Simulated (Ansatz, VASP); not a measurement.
# Cross-check of H107C58N29O10 between VASP and Ansatz, part 2 of 2

Aim: how closely do two programs agree when they are given the same cell, functional and k mesh? The cell is taken from a series of runs on this material, whose earlier steps may have relaxed, scaled, displaced or heated it; both programs get it as it stands.

VASP 6.6.1 and Ansatz 0.2.0.

So far. Step 2 (VASP: single point, LDA): The run ends at a pressure of -1.12 GPa, with forces up to 7.0 eV/Å.

## Step 3: Ansatz: single point, LDA

Level of this step: Ansatz beside VASP: Kohn-Sham DFT, plane waves, LDA (Ansatz).

Ansatz runs on its default PAW (the set named soft_2) files.

The same cell, functional (in two slightly different forms) and mesh now go to Ansatz, which takes its cutoff from its data sets.

File input.yaml:

```yaml
crystal:
  lattice:
    - [14.65603, 0.0, 0.0]
    - [0.0, 14.65603, 0.0]
    - [0.0, 0.0, 14.65603]
  atoms:
    - { symbol: C, position: [0.53401, 0.88929, 0.85657] }
    - { symbol: C, position: [0.57543, 0.97672, 0.83556] }
    - { symbol: "N", position: [0.60615, 0.04632, 0.81902] }
    - { symbol: H, position: [0.50191, 0.86168, 0.7943] }
    - { symbol: H, position: [0.57651, 0.833, 0.88311] }
    - { symbol: H, position: [0.47737, 0.89542, 0.90281] }
    - { symbol: C, position: [0.75238, 0.49256, 0.66018] }
    - { symbol: C, position: [0.74516, 0.51823, 0.56361] }
    - { symbol: "N", position: [0.7461, 0.53724, 0.48534] }
    - { symbol: H, position: [0.78733, 0.42801, 0.66728] }
    - { symbol: H, position: [0.76889, 0.54857, 0.70735] }
    - { symbol: H, position: [0.67979, 0.47347, 0.67193] }
    - { symbol: C, position: [0.63978, 0.52076, 0.06781] }
    - { symbol: C, position: [0.6937, 0.50945, 0.98377] }
    - { symbol: "N", position: [0.71178, 0.49383, 0.90658] }
    - { symbol: H, position: [0.66768, 0.56687, 0.11891] }
    - { symbol: H, position: [0.5721, 0.54603, 0.04869] }
    - { symbol: H, position: [0.62944, 0.45502, 0.1098] }
    - { symbol: C, position: [0.09627, 0.83578, 0.68715] }
    - { symbol: C, position: [0.99843, 0.85102, 0.69691] }
    - { symbol: "N", position: [0.92448, 0.87898, 0.71473] }
    - { symbol: H, position: [0.10718, 0.76038, 0.67577] }
    - { symbol: H, position: [0.13276, 0.87247, 0.63083] }
    - { symbol: H, position: [0.12539, 0.84037, 0.75735] }
    - { symbol: C, position: [0.08696, 0.34788, 0.48378] }
    - { symbol: C, position: [0.0774, 0.42623, 0.54645] }
    - { symbol: "N", position: [0.06768, 0.4858, 0.60066] }
    - { symbol: H, position: [0.12721, 0.29379, 0.51718] }
    - { symbol: H, position: [0.01946, 0.32312, 0.46413] }
    - { symbol: H, position: [0.12435, 0.37093, 0.42429] }
    - { symbol: C, position: [0.17602, 0.41092, 0.03582] }
    - { symbol: C, position: [0.22631, 0.43773, 0.95238] }
    - { symbol: "N", position: [0.27192, 0.45751, 0.89206] }
    - { symbol: H, position: [0.11623, 0.36854, 0.01785] }
    - { symbol: H, position: [0.2255, 0.38531, 0.08383] }
    - { symbol: H, position: [0.14724, 0.47216, 0.06767] }
    - { symbol: C, position: [0.2161, 0.65229, 0.17966] }
    - { symbol: C, position: [0.29126, 0.58832, 0.1836] }
    - { symbol: "N", position: [0.35264, 0.53904, 0.17888] }
    - { symbol: H, position: [0.16706, 0.6377, 0.23317] }
    - { symbol: H, position: [0.23563, 0.72083, 0.18097] }
    - { symbol: H, position: [0.17492, 0.6425, 0.11745] }
    - { symbol: C, position: [0.68116, 0.12657, 0.61595] }
    - { symbol: C, position: [0.60707, 0.1948, 0.62709] }
    - { symbol: "N", position: [0.55884, 0.25565, 0.64463] }
    - { symbol: H, position: [0.73985, 0.14501, 0.64591] }
    - { symbol: H, position: [0.66124, 0.05945, 0.64299] }
    - { symbol: H, position: [0.70081, 0.11564, 0.54403] }
    - { symbol: C, position: [0.6576, 0.92775, 0.30791] }
    - { symbol: C, position: [0.63758, 0.82951, 0.31517] }
    - { symbol: "N", position: [0.61663, 0.75557, 0.3314] }
    - { symbol: H, position: [0.62375, 0.95169, 0.24962] }
    - { symbol: H, position: [0.63844, 0.96607, 0.36692] }
    - { symbol: H, position: [0.73341, 0.94371, 0.29706] }
    - { symbol: C, position: [0.81757, 0.69675, 0.86059] }
    - { symbol: C, position: [0.75975, 0.71568, 0.93917] }
    - { symbol: "N", position: [0.71615, 0.73106, 0.00313] }
    - { symbol: H, position: [0.79754, 0.72303, 0.79703] }
    - { symbol: H, position: [0.88319, 0.72256, 0.88075] }
    - { symbol: H, position: [0.8254, 0.61932, 0.85446] }
    - { symbol: C, position: [0.96505, 0.36829, 0.78542] }
    - { symbol: C, position: [0.93409, 0.32692, 0.69914] }
    - { symbol: "N", position: [0.90442, 0.28742, 0.63834] }
    - { symbol: H, position: [0.01081, 0.42697, 0.77231] }
    - { symbol: H, position: [0.90288, 0.39474, 0.8187] }
    - { symbol: H, position: [0.99511, 0.31738, 0.83422] }
    - { symbol: C, position: [0.77791, 0.3698, 0.32064] }
    - { symbol: C, position: [0.7269, 0.29894, 0.36671] }
    - { symbol: "N", position: [0.69506, 0.23365, 0.39742] }
    - { symbol: H, position: [0.73364, 0.40104, 0.27152] }
    - { symbol: H, position: [0.80106, 0.42077, 0.36459] }
    - { symbol: H, position: [0.83842, 0.33929, 0.28854] }
    - { symbol: C, position: [0.82111, 0.08075, 0.81193] }
    - { symbol: C, position: [0.81291, 0.05148, 0.90819] }
    - { symbol: "N", position: [0.80331, 0.03867, 0.98569] }
    - { symbol: H, position: [0.89189, 0.08884, 0.78786] }
    - { symbol: H, position: [0.79046, 0.02517, 0.76966] }
    - { symbol: H, position: [0.79826, 0.14954, 0.79422] }
    - { symbol: C, position: [0.98496, 0.11665, 0.19058] }
    - { symbol: C, position: [0.9979, 0.20116, 0.23786] }
    - { symbol: "N", position: [0.00484, 0.27065, 0.27299] }
    - { symbol: H, position: [0.0299, 0.11872, 0.13302] }
    - { symbol: H, position: [0.00564, 0.05715, 0.23342] }
    - { symbol: H, position: [0.919, 0.11769, 0.15997] }
    - { symbol: C, position: [0.39466, 0.98647, 0.57331] }
    - { symbol: C, position: [0.48286, 0.95198, 0.55032] }
    - { symbol: "N", position: [0.55344, 0.91608, 0.53727] }
    - { symbol: H, position: [0.39992, 0.05853, 0.54893] }
    - { symbol: H, position: [0.33894, 0.95126, 0.5396] }
    - { symbol: H, position: [0.38555, 0.98929, 0.64504] }
    - { symbol: C, position: [0.74152, 0.77024, 0.58419] }
    - { symbol: C, position: [0.6796, 0.74234, 0.65575] }
    - { symbol: "N", position: [0.62606, 0.73234, 0.71331] }
    - { symbol: H, position: [0.79472, 0.82037, 0.60658] }
    - { symbol: H, position: [0.77427, 0.70732, 0.56182] }
    - { symbol: H, position: [0.70397, 0.7957, 0.52646] }
    - { symbol: C, position: [0.44251, 0.62239, 0.43213] }
    - { symbol: C, position: [0.38745, 0.69631, 0.40675] }
    - { symbol: "N", position: [0.34286, 0.75101, 0.37085] }
    - { symbol: H, position: [0.49062, 0.61351, 0.3775] }
    - { symbol: H, position: [0.48278, 0.63179, 0.49199] }
    - { symbol: H, position: [0.40053, 0.5608, 0.42859] }
    - { symbol: C, position: [0.49285, 0.40203, 0.27598] }
    - { symbol: C, position: [0.49184, 0.3178, 0.23346] }
    - { symbol: "N", position: [0.48923, 0.2493, 0.19083] }
    - { symbol: H, position: [0.54098, 0.40816, 0.32866] }
    - { symbol: H, position: [0.51345, 0.45597, 0.22711] }
    - { symbol: H, position: [0.4267, 0.41699, 0.303] }
    - { symbol: C, position: [0.30172, 0.97848, 0.29115] }
    - { symbol: C, position: [0.22044, 0.94587, 0.2382] }
    - { symbol: "N", position: [0.16605, 0.92119, 0.19045] }
    - { symbol: H, position: [0.28439, 0.0403, 0.33695] }
    - { symbol: H, position: [0.33677, 0.92145, 0.32822] }
    - { symbol: H, position: [0.34799, 0.00987, 0.24034] }
    - { symbol: C, position: [0.9129, 0.40966, 0.05999] }
    - { symbol: C, position: [0.91528, 0.31336, 0.03206] }
    - { symbol: "N", position: [0.92209, 0.24295, 0.99549] }
    - { symbol: H, position: [0.84911, 0.44133, 0.08142] }
    - { symbol: H, position: [0.9583, 0.42286, 0.11884] }
    - { symbol: H, position: [0.93624, 0.45593, 0.00382] }
    - { symbol: C, position: [0.15514, 0.00922, 0.9169] }
    - { symbol: C, position: [0.20149, 0.01597, 0.82723] }
    - { symbol: "N", position: [0.22821, 0.01529, 0.75207] }
    - { symbol: H, position: [0.20839, 0.99344, 0.96974] }
    - { symbol: H, position: [0.12974, 0.07703, 0.93191] }
    - { symbol: H, position: [0.09732, 0.96216, 0.91518] }
    - { symbol: C, position: [0.50214, 0.51716, 0.79124] }
    - { symbol: C, position: [0.45291, 0.52497, 0.70365] }
    - { symbol: "N", position: [0.41469, 0.52978, 0.63414] }
    - { symbol: H, position: [0.513, 0.44803, 0.80449] }
    - { symbol: H, position: [0.56752, 0.5534, 0.78541] }
    - { symbol: H, position: [0.45668, 0.54407, 0.84789] }
    - { symbol: C, position: [0.67464, 0.11985, 0.12519] }
    - { symbol: C, position: [0.70591, 0.21421, 0.11961] }
    - { symbol: "N", position: [0.71967, 0.29367, 0.11442] }
    - { symbol: H, position: [0.64664, 0.09893, 0.06166] }
    - { symbol: H, position: [0.72506, 0.07067, 0.15292] }
    - { symbol: H, position: [0.61544, 0.11384, 0.173] }
    - { symbol: C, position: [0.95977, 0.99813, 0.47366] }
    - { symbol: C, position: [0.93577, 0.90757, 0.46209] }
    - { symbol: "N", position: [0.92038, 0.83413, 0.44141] }
    - { symbol: H, position: [0.9899, 0.02558, 0.41048] }
    - { symbol: H, position: [0.90351, 0.04213, 0.49325] }
    - { symbol: H, position: [0.01057, 0.00663, 0.52743] }
    - { symbol: C, position: [0.86077, 0.6512, 0.29162] }
    - { symbol: C, position: [0.92854, 0.67989, 0.22892] }
    - { symbol: "N", position: [0.98744, 0.69382, 0.17606] }
    - { symbol: H, position: [0.80175, 0.69133, 0.28558] }
    - { symbol: H, position: [0.84813, 0.58127, 0.2808] }
    - { symbol: H, position: [0.89058, 0.6589, 0.35799] }
    - { symbol: C, position: [0.27759, 0.29809, 0.71163] }
    - { symbol: C, position: [0.23258, 0.2542, 0.79233] }
    - { symbol: "N", position: [0.19353, 0.22774, 0.85672] }
    - { symbol: H, position: [0.26312, 0.37204, 0.71162] }
    - { symbol: H, position: [0.34864, 0.29889, 0.72214] }
    - { symbol: H, position: [0.25398, 0.26921, 0.64649] }
    - { symbol: C, position: [0.45912, 0.79557, 0.16317] }
    - { symbol: C, position: [0.4268, 0.75015, 0.0823] }
    - { symbol: "N", position: [0.39096, 0.72544, 0.01721] }
    - { symbol: H, position: [0.4996, 0.75102, 0.20961] }
    - { symbol: H, position: [0.50136, 0.85383, 0.14341] }
    - { symbol: H, position: [0.4004, 0.82155, 0.19987] }
    - { symbol: C, position: [0.44344, 0.16904, 0.97539] }
    - { symbol: C, position: [0.43947, 0.09017, 0.03512] }
    - { symbol: "N", position: [0.41385, 0.02819, 0.08004] }
    - { symbol: H, position: [0.4171, 0.14444, 0.90644] }
    - { symbol: H, position: [0.39582, 0.22369, 0.99291] }
    - { symbol: H, position: [0.51229, 0.19456, 0.96599] }
    - { symbol: C, position: [0.08762, 0.66613, 0.46344] }
    - { symbol: C, position: [0.14919, 0.59692, 0.42923] }
    - { symbol: "N", position: [0.19491, 0.54303, 0.39581] }
    - { symbol: H, position: [0.1183, 0.70833, 0.52053] }
    - { symbol: H, position: [0.0639, 0.70901, 0.40564] }
    - { symbol: H, position: [0.03334, 0.63139, 0.4934] }
    - { symbol: O, position: [0.40976, 0.77428, 0.6729] }
    - { symbol: H, position: [0.40258, 0.72176, 0.62995] }
    - { symbol: H, position: [0.46443, 0.76404, 0.71242] }
    - { symbol: O, position: [0.06673, 0.66362, 0.83338] }
    - { symbol: H, position: [0.03169, 0.69084, 0.88522] }
    - { symbol: H, position: [0.13182, 0.65505, 0.85194] }
    - { symbol: O, position: [0.94251, 0.61502, 0.68876] }
    - { symbol: H, position: [0.96888, 0.65057, 0.74068] }
    - { symbol: H, position: [0.99031, 0.57384, 0.66279] }
    - { symbol: O, position: [0.22422, 0.67444, 0.9506] }
    - { symbol: H, position: [0.26609, 0.72214, 0.97563] }
    - { symbol: H, position: [0.26012, 0.61854, 0.93507] }
    - { symbol: O, position: [0.34279, 0.21903, 0.41605] }
    - { symbol: H, position: [0.36713, 0.2016, 0.35474] }
    - { symbol: H, position: [0.38461, 0.2645, 0.44503] }
    - { symbol: O, position: [0.425, 0.35088, 0.53165] }
    - { symbol: H, position: [0.48056, 0.32037, 0.55691] }
    - { symbol: H, position: [0.41984, 0.41378, 0.55759] }
    - { symbol: O, position: [0.6515, 0.56446, 0.33462] }
    - { symbol: H, position: [0.63251, 0.62999, 0.33471] }
    - { symbol: H, position: [0.67606, 0.54781, 0.39606] }
    - { symbol: O, position: [0.09844, 0.43242, 0.25582] }
    - { symbol: H, position: [0.14391, 0.44901, 0.30391] }
    - { symbol: H, position: [0.07064, 0.37191, 0.27071] }
    - { symbol: O, position: [0.02136, 0.72502, 0.99978] }
    - { symbol: H, position: [0.9996, 0.72564, 0.06444] }
    - { symbol: H, position: [0.08775, 0.70933, 0.99828] }
    - { symbol: O, position: [0.68816, 0.91756, 0.06329] }
    - { symbol: H, position: [0.73448, 0.96218, 0.0405] }
    - { symbol: H, position: [0.70102, 0.85597, 0.03691] }
kpoints:
  mp_grid: { grid: [1, 1, 1] }
hamiltonian:
  xc: lda
scf:
  occupations: { method: fixed }
output:
  forces: true
  stress: true
```

Launch:

```
$ ansatz run input.yaml --threads 4 --pin off --max-ram 8192MiB --backend cpu --events-out ev --progress --plain --runs-dir out
```

Numbers of over 12 decimals in the logs are rounded to 6 here.

Log:

```text
Engine: ansatz 0.2.0, aarch64-unknown-linux-gnu
Pseudopotentials: kind: paw
Pseudopotential: C, paw, valence charge 4, recommended cutoff 420 eV (normal), C.paw.azcp
Pseudopotential: N, paw, valence charge 5, recommended cutoff 420 eV (normal), N.paw.azcp
Pseudopotential: H, paw, valence charge 1, recommended cutoff 420 eV (normal), H.paw.azcp
Pseudopotential: O, paw, valence charge 6, recommended cutoff 420 eV (normal), O.paw.azcp
Functional definition: SPW92
  exchange = slater_x
  correlation = pw_c
Crystal: 204 atoms, lattice volume = 3148.104 Å³
Basis set: ecut = 420 eV, 61445 PW (Γ)
Bands: 476, of which v1, the nominal top of the filled ones, is band 272 counted from 1 (271 counted from 0)
Symmetry: 1 space group operations
Space group: P1 (ITA 1), of the structure as read, at distance tolerance 1.5e-4 Å
k-points: 1
Non-local potential: C, projectors of the file, l = 0: 2, l = 1: 2, l = 2: 1
Non-local potential: N, projectors of the file, l = 0: 2, l = 1: 2, l = 2: 1
Non-local potential: H, projectors of the file, l = 0: 2, l = 1: 1
Non-local potential: O, projectors of the file, l = 0: 2, l = 1: 2, l = 2: 1
PAW form: soft (Blöchl's): semilocal exchange-correlation on the pseudo side does not see the compensation charge
PAW frozen core: C, regenerated for the run's functional, and the local potential with it (the file was generated under x = pbe(κ = 0.804, μ = 0.219515), c = pbe(β = 0.066725))
PAW frozen core: N, regenerated for the run's functional, and the local potential with it (the file was generated under x = pbe(κ = 0.804, μ = 0.219515), c = pbe(β = 0.066725))
PAW frozen core: O, regenerated for the run's functional, and the local potential with it (the file was generated under x = pbe(κ = 0.804, μ = 0.219515), c = pbe(β = 0.066725))
PAW one-centre angular grid: C, 110 points (default); XC on 64 Gauss nodes
PAW one-centre angular grid: N, 110 points (default); XC on 64 Gauss nodes
PAW one-centre angular grid: H, 110 points (default); XC on 64 Gauss nodes
PAW one-centre angular grid: O, 110 points (default); XC on 64 Gauss nodes
Initial density: superposition of atomic densities (neutral atoms: chi_scale 0, normalization atom), corrected by the library's trained network
Initial wavefunctions: pseudopotential atomic-orbital guess
Functional: x = slater, c = lda
SCF iter   1: F=—  HF=-32133.650501 eV  |F-HF|=—  |Δ(HF+E_count)|=         —  Δρ=6.76e-3  dr2=1.23e0  ethr=1.77e-3  ⟨swp⟩=5.0  Hψ=1439  notcnv=0  defer=200
preconditioner: auto → Resta (q_TF=auto, 2.036 Å⁻¹)  ε∞=2.2  [insulator: Δε(μ)=4.070 eV  Ē_g=14.240 eV  n_scr=460 (ndim 8)  ℏωp=15.4 eV  f_vac=0.331  ε∞_Penn≈2.2]
SCF iter   2: F=—  HF=-32133.330390 eV  |F-HF|=—  |Δ(HF+E_count)|=   3.20e-1  Δρ=2.99e-3  dr2=2.79e-1  ethr=2.27e-4  ⟨swp⟩=2.0  Hψ=689  notcnv=0  defer=202
SCF iter   3: F=—  HF=-32133.282224 eV  |F-HF|=—  |Δ(HF+E_count)|=   4.82e-2  Δρ=2.00e-3  dr2=1.64e-1  ethr=5.13e-5  ⟨swp⟩=4.0  Hψ=550  notcnv=0  defer=81
automatic band count: iteration 3 solves 355 bands in place of 476: the levels show a gap, and the empty bands left out lie too high to hold charge; the band table lists the bands solved (type scf.n_extra_bands for more)
SCF iter   4: F=—  HF=-32133.254023 eV  |F-HF|=—  |Δ(HF+E_count)|=   2.82e-2  Δρ=6.15e-4  dr2=1.96e-2  ethr=3.02e-5  ⟨swp⟩=3.0  Hψ=633  notcnv=0  defer=81
SCF iter   5: F=—  HF=-32133.252701 eV  |F-HF|=—  |Δ(HF+E_count)|=   1.32e-3  Δρ=2.62e-4  dr2=3.44e-3  ethr=3.60e-6  ⟨swp⟩=3.0  Hψ=552  notcnv=0  defer=81
SCF iter   6: F=—  HF=-32133.253244 eV  |F-HF|=—  |Δ(HF+E_count)|=   5.43e-4  Δρ=1.41e-4  dr2=7.50e-4  ethr=6.32e-7  ⟨swp⟩=3.0  Hψ=552  notcnv=0  defer=81
SCF iter   7: F=—  HF=-32133.253357 eV  |F-HF|=—  |Δ(HF+E_count)|=   1.14e-4  Δρ=6.31e-5  dr2=1.61e-4  ethr=1.38e-7  ⟨swp⟩=2.0  Hψ=549  notcnv=0  defer=81
SCF iter   8: F=—  HF=-32133.253409 eV  |F-HF|=—  |Δ(HF+E_count)|=   5.19e-5  Δρ=2.63e-5  dr2=2.71e-5  ethr=2.95e-8  ⟨swp⟩=2.0  Hψ=539  notcnv=0  defer=81
SCF iter   9: F=—  HF=-32133.250650 eV  |F-HF|=—  |Δ(HF+E_count)|=   2.76e-3  Δρ=8.59e-6  dr2=3.11e-6  ethr=4.99e-9  ⟨swp⟩=2.0  Hψ=611  notcnv=0  defer=81
SCF iter  10: F=—  HF=-32133.250656 eV  |F-HF|=—  |Δ(HF+E_count)|=   5.64e-6  Δρ=7.82e-6  dr2=2.39e-6  ethr=5.72e-10  ⟨swp⟩=2.0  Hψ=552  notcnv=0  defer=81
SCF iter  11: F=—  HF=-32133.250656 eV  |F-HF|=—  |Δ(HF+E_count)|=   2.96e-7  Δρ=1.80e-6  dr2=1.32e-7  ethr=4.40e-10  ⟨swp⟩=2.0  Hψ=527  notcnv=0  defer=81
SCF iter  12: F=-32133.250656 eV  HF=-32133.250656 eV  |F-HF|=2.30e-8  |Δ(HF+E_count)|=   2.41e-7  Δρ=1.12e-6  dr2=4.03e-8  ethr=1.84e-11  ⟨swp⟩=4.0  Hψ=1107  notcnv=0
SCF 1 converged in 12 iterations: F = -32133.250656 eV  dr2 = 4.03e-8
  greatest PAW one-centre occupation: 0.859 electrons in one spin orbital (limit 2), on the O atom at site 195 (counted from 0), in its partial waves of l = 0
SCF converged after 12 iterations
[...]
atom  43  C     -4.13173841    -0.76319288    -2.06629050
  atom  44  C      1.11697542     0.12889430     0.44455730
  atom  45  N      0.47522239    -1.06675999    -0.68116215
  atom  46  H      3.23007172     1.53147284     2.13198886
  atom  47  H     -0.27838041     0.04885345     0.12602193
  atom  48  H     -0.50376401     0.28151307    -0.17493857
  atom  49  C      2.21118346    -1.81919466     0.03187679
  atom  50  C      0.44264848     1.86000233     0.75384671
  atom  51  N     -0.00054699    -0.48424597    -0.30665041
  atom  52  H     -0.90034284     0.81411210    -1.62366704
  atom  53  H     -0.62276486     0.19929196     1.04609045
  atom  54  H     -1.13743551    -0.67251760     0.06358029
  atom  55  C     -0.11519629    -2.17947819     2.36873833
  atom  56  C      0.09086307    -0.12159418    -1.02272415
  atom  57  N      0.03039937     0.09594406    -0.08707708
  atom  58  H     -0.78464347     0.85158396    -1.36407132
  atom  59  H      1.05393845     0.38742085    -0.00543993
  atom  60  H     -0.22058293     1.03369930     0.05705696
  atom  61  C     -0.43093541    -0.31776487    -0.63387804
  atom  62  C      0.80355138     0.46492968     2.18011296
  atom  63  N     -0.30735221    -0.31648124    -0.92677308
  atom  64  H     -0.01061257    -0.23224382     0.02569614
  atom  65  H      0.01462614     0.12332575     0.06027990
  atom  66  H     -0.08198851     0.30315114    -0.65976234
[...]
atom 197  H     -0.60238171    -0.13406837    -0.60090482
  atom 198  H      0.24419146     0.52978912     0.01761383
  atom 199  O      0.64112902    -0.02630849    -0.54827595
  atom 200  H      0.56104231    -0.26532196    -0.19497412
  atom 201  H     -0.78757033     0.19393794     0.37957001
  atom 202  O     -0.02781778    -0.34665459    -0.01012493
  atom 203  H     -0.20144802    -0.54728549    -0.03780224
  atom 204  H      0.00118633     0.68775972     0.35534857
  max |Σ_I F_I| component: 1.61e-4 eV/Å
--- Stress (GPa, compression-positive) ---
       -0.727414       0.133509       0.600103
        0.133509      -1.494561       0.062185
        0.600103       0.062185      -1.650968
  P = ⅓ Tr σ = -1.2910 GPa (-12.910 kbar)
```

The run ends at a pressure of -1.29 GPa, with forces up to 6.5 eV/Å.

## Step 4: Differences

Known differences besides the potentials themselves: the two LDA forms differ slightly; fixed occupations in Ansatz, narrow Gaussian smearing in VASP; the cutoff is 420 eV in Ansatz and 600 eV in VASP (PREC = Accurate, projectors in real space); VASP's log shows a relativistic correction to its local exchange, Ansatz's none. Total energies have different zeros and are not compared.

Both answers:

```csv
quantity,Ansatz,VASP,difference
pressure (GPa),-1.29,-1.12,-0.17
gap on the k mesh (eV),4.306,4.297,+0.009
```

Forces on 8 of the 204 atoms, those with the largest forces and the largest differences (eV/Å; atoms numbered as in POSCAR):

```csv
atom,"Ansatz x, y, z","VASP x, y, z"
C15,"-4.132, -0.763, -2.066","-4.126, -0.746, -2.053"
C19,"-0.115, -2.179, 2.369","-0.129, -2.168, 2.360"
C36,"-0.023, -3.877, -2.506","-0.016, -3.669, -2.376"
C38,"4.970, 1.970, 3.641","5.358, 2.145, 3.984"
N59,"0.714, 1.571, -0.447","0.890, 1.969, -0.542"
N63,"0.294, -2.467, -2.434","0.255, -2.261, -2.249"
N77,"-3.392, -1.385, -2.614","-3.802, -1.570, -2.972"
H109,"3.230, 1.531, 2.132","3.250, 1.535, 2.141"
```

The forces differ by 113 meV/Å r.m.s., which is 12.1 % of the r.m.s. force of 0.938 eV/Å (both taken over all components). A gap on the mesh is an upper bound, since the band edges may lie between its points.

## Step 5: What came out

```yaml
r_m_s_force_difference_single_point_lda: 12 % of the r.m.s. force
```

In words: The r.m.s. force difference is 12 % of the r.m.s. force (single point, LDA), beyond the 3 % picked in this series as the mark of a large difference. What causes the difference of the single point, LDA pair stays open here. Such differences can come from data sets, numerical settings and the points named under the comparisons, not from the functional's error against experiment.

[Lines on the potential files, build, host, timing and source positions are cut from VASP's logs without a mark.]

[Logs are printed without paths, hosts, clocks, repeated set-up lines and the standing remarks that a program may print on its own settings, such as how far it seeks lower states.]

[Hosts, paths, dates, database ids (printed as entryN), source tags and the programs' standing remarks are cut or masked in the printed files.]
